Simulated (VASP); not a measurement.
Crystal: Ni.

```
Ni
1.0
     0.00000    1.76194    1.76194
     1.76194    0.00000    1.76194
     1.76194    1.76194    0.00000
Ni
1
Direct
  0.00000 0.00000 0.00000
```

Base run:

```yaml
Program: VASP 6.6.1
Functional: PBE
Potentials_or_basis: VASP PAW PBE potentials, release 64 (Ni)
Cutoff: 400 eV
k_mesh: 14 × 14 × 14
Occupations: gaussian, width 0.1 eV
Spin: collinear spin, ferromagnetic start
Starting_moments: "[0.8] μB"
```

Its results: band gap on the k mesh none (metal or under the smearing width); pressure -1.7 GPa; net moment 0.59 μB per cell; site moments Ni +0.61 μB.

The run is repeated on the same cell with these changes: cutoff from 400 eV to 700 eV. What comes out?

Band gap on the k mesh none (metal or under the smearing width); pressure -1.1 GPa; net moment 0.59 μB per cell; site moments Ni +0.61 μB.
